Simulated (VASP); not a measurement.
VASP runs on WC (wc) share one base input (PBE GGA, plane waves, VASP's PBE PAW potentials (set 64)) and change the settings named in each case.

### POSCAR
```
WC
1
    1.4841000000    -2.5705370000     0.0000000000
    1.4841000000     2.5705370000     0.0000000000
    0.0000000000     0.0000000000     2.8968000000
W C
1 1
Direct
  0.0000000000   0.0000000000   0.0000000000
  0.3333330000   0.6666670000   0.5000000000
```

**INCAR**
```
SYSTEM = WC
PREC = Accurate
ENCUT = 520
EDIFF = 1E-6
NELM = 100
ALGO = Normal
LREAL = .FALSE.
LASPH = .TRUE.
ISMEAR = 1
SIGMA = 0.1
GGA = PE
LMAXMIX = 6
LWAVE = .FALSE.
LCHARG = .FALSE.
ISIF = 2
```

File KPOINTS:
```
Automatic mesh
0
Gamma
  13 13 11
```

POTCAR, in this order: W_sv C (PBE.64 set). Program: vasp_std.

| change | E(σ→0) (eV/atom) | pressure (GPa) | −TS (eV) | plane waves |
|---|---|---|---|---|
| base run | -11.1988 | -16.21 | -0.0004 | 617 |
| ENCUT = 250 | -11.2232 | -31.56 | -0.0005 | 207 |
| ENCUT = 300 | -11.2051 | -24.08 | -0.0004 | 268 |
| ENCUT = 350 | -11.2022 | -19.55 | -0.0004 | 341 |
| ENCUT = 400 | -11.2018 | -17.22 | -0.0004 | 413 |
| ENCUT = 450 | -11.1999 | -16.42 | -0.0004 | 488 |
| ENCUT = 600 | -11.1993 | -16.28 | -0.0004 | 752 |
| ENCUT = 700 | -11.2003 | -16.31 | -0.0004 | 944 |
 Unless said otherwise, spin-orbit coupling is left out, though it shifts the bands of the heavy elements here.

Left out are runs that ran out of time, are held back, or changed the cell or the kind of run, fixed moments of cells without a moment, rows past the twelfth, gaps on odd meshes, pressures of charged cells and columns that move by less than the noise.

The compound is WC in the wc structure. The cell was not relaxed at this level.
